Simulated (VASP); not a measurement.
Output of a VASP run:

File OSZICAR:
```
...
DAV:  18    -0.191797220207E+02   -0.11259E-04   -0.27981E-06   768   0.207E-02    0.911E-03
DAV:  19    -0.191797117479E+02    0.10273E-04   -0.26291E-06   768   0.171E-02    0.461E-03
DAV:  20    -0.191797183906E+02   -0.66427E-05   -0.58380E-07   800   0.750E-03    0.435E-03
DAV:  21    -0.191797162267E+02    0.21639E-05   -0.20064E-08   400   0.223E-03    0.309E-03
DAV:  22    -0.191797177134E+02   -0.14868E-05   -0.17849E-08   384   0.184E-03    0.111E-03
DAV:  23    -0.191797170794E+02    0.63410E-06   -0.10540E-08   376   0.102E-03    0.599E-04
DAV:  24    -0.191797170525E+02    0.26829E-07   -0.58914E-09   376   0.675E-04
   1 F= -.18529687E+02 E0= -.18529687E+02  d E =-.185297E+02
       N       E                     dE             d eps       ncg     rms          rms(c)
DAV:   1    -0.191950820472E+02   -0.15365E-01   -0.12782E+00   760   0.108E+01    0.149E+00
DAV:   2    -0.191454659146E+02    0.49616E-01   -0.25978E-01   808   0.384E+00    0.498E-01
DAV:   3    -0.191469388529E+02   -0.14729E-02   -0.96215E-03   792   0.116E+00    0.131E-01
DAV:   4    -0.191471772711E+02   -0.23842E-03   -0.73922E-04   776   0.372E-01    0.578E-02
DAV:   5    -0.191468144170E+02    0.36285E-03   -0.78926E-04   752   0.432E-01    0.349E-02
DAV:   6    -0.191473130429E+02   -0.49863E-03   -0.29733E-04   752   0.288E-01    0.248E-02
DAV:   7    -0.191472577515E+02    0.55291E-04   -0.76370E-05   856   0.109E-01    0.150E-02
DAV:   8    -0.191472978432E+02   -0.40092E-04   -0.88519E-06   768   0.386E-02    0.136E-03
DAV:   9    -0.191472905064E+02    0.73368E-05   -0.80669E-07   936   0.102E-02    0.978E-04
DAV:  10    -0.191472932561E+02   -0.27497E-05   -0.13021E-07   656   0.401E-03    0.792E-04
DAV:  11    -0.191472941154E+02   -0.85929E-06   -0.43604E-08   376   0.222E-03    0.130E-04
DAV:  12    -0.191472945174E+02   -0.40196E-06   -0.31623E-09   376   0.743E-04    0.101E-04
DAV:  13    -0.191472942784E+02    0.23899E-06   -0.48565E-10   376   0.306E-04    0.626E-05
DAV:  14    -0.191472943458E+02   -0.67447E-07   -0.44215E-11   376   0.922E-05
   2 F= -.18527484E+02 E0= -.18527484E+02  d E =0.220262E-02
       N       E                     dE             d eps       ncg     rms          rms(c)
DAV:   1    -0.191854993766E+02   -0.38205E-01   -0.35951E-01   760   0.562E+00    0.793E-01
DAV:   2    -0.191718161405E+02    0.13683E-01   -0.76967E-02   776   0.207E+00    0.252E-01
DAV:   3    -0.191727615056E+02   -0.94537E-03   -0.27302E-03   784   0.622E-01    0.698E-02
DAV:   4    -0.191726098056E+02    0.15170E-03   -0.22554E-04   768   0.207E-01    0.282E-02
DAV:   5    -0.191727966502E+02   -0.18684E-03   -0.20728E-04   752   0.222E-01    0.174E-02
DAV:   6    -0.191727197190E+02    0.76931E-04   -0.75915E-05   752   0.145E-01    0.131E-02
DAV:   7    -0.191727774343E+02   -0.57715E-04   -0.24541E-05   832   0.619E-02    0.729E-03
DAV:   8    -0.191727584995E+02    0.18935E-04   -0.28587E-06   792   0.222E-02    0.112E-03
DAV:   9    -0.191727640246E+02   -0.55251E-05   -0.29882E-07   880   0.657E-03    0.604E-04
DAV:  10    -0.191727619884E+02    0.20362E-05   -0.42191E-08   376   0.239E-03    0.660E-04
DAV:  11    -0.191727616087E+02    0.37967E-06   -0.23196E-08   376   0.159E-03    0.175E-04
DAV:  12    -0.191727614034E+02    0.20533E-06   -0.23659E-09   376   0.531E-04    0.817E-05
DAV:  13    -0.191727615219E+02   -0.11856E-06   -0.30415E-10   376   0.246E-04    0.103E-04
DAV:  14    -0.191727614474E+02    0.74482E-07   -0.65121E-11   376   0.831E-05
   3 F= -.18536982E+02 E0= -.18536982E+02  d E =-.729569E-02
```

File OUTCAR:
```
------------------------ aborting loop because EDIFF is reached ----------------------------------------
  FORCE on cell =-STRESS in cart. coord.  units (eV):
  Direction    XX          YY          ZZ          XY          YZ          ZX
  --------------------------------------------------------------------------------------
  Total        0.6214148      0.6214148      0.6214148      0.0000000     -0.0000000      0.0000000
  in kB       48.8703484     48.8703484     48.8703484      0.0000000     -0.0000000      0.0000000
  external PRESSURE =      -1.1296516 kB  Pullay stress =      50.0000000 kB
  volume of cell :       20.37
      direct lattice vectors                 reciprocal lattice vectors
    -0.000000000  2.167731992  2.167731992    -0.230655820  0.230655820  0.230655820
     2.167731992  0.000000000  2.167731992     0.230655820 -0.230655820  0.230655820
     2.167731992  2.167731992  0.000000000     0.230655820  0.230655820 -0.230655820
  FREE ENERGIE OF THE ION-ELECTRON SYSTEM (eV)
  ---------------------------------------------------
  free  energy   TOTEN  =       -19.1727614474 eV

  energy  without entropy=      -19.1727614474  energy(sigma->0) =      -19.17276145
  enthalpy is  TOTEN    =       -18.5369824473 eV   P V=        0.6357790002

 reached required accuracy - stopping structural energy minimisation
```
(Selected blocks of OUTCAR.)

**POSCAR**
```
AlN
1
   -0.0000000000     2.1838093817     2.1838093817
    2.1838093817     0.0000000000     2.1838093817
    2.1838093817     2.1838093817     0.0000000000
Al N
1 1
Direct
  0.0000000000   0.0000000000   0.0000000000
  0.2500000000   0.2500000000   0.2500000000
```

Write an INCAR and KPOINTS that could have produced this output.

This is not unique; one that fits is the input of the run itself, r2SCAN meta-GGA, plane waves, VASP's PBE PAW potentials (set 64).

**KPOINTS**
```
Automatic mesh
0
Gamma
10 10 10
0 0 0
```

**INCAR**
```
ALGO = Normal
EDIFF = 1E-7
EDIFFG = -0.01
ENCUT = 600
IBRION = 2
ISIF = 3
ISMEAR = 0
LASPH = T
LCHARG = F
LMIXTAU = T
LREAL = F
LWAVE = F
METAGGA = R2SCAN
NELM = 100
NSW = 40
PREC = Accurate
PSTRESS = 50
SIGMA = 0.05
SYSTEM = AlN
```

POTCAR, in this order: Al N (PBE.64 set). Program: vasp_std.

Energy and stress use the plane-wave basis of the starting cell.

The compound is AlN in the zinc blende structure, a metastable form; wurtzite is the usual one. This run relaxes it under an external pressure of 5 GPa. Symmetry was kept, so distortions that lower it aren't found.
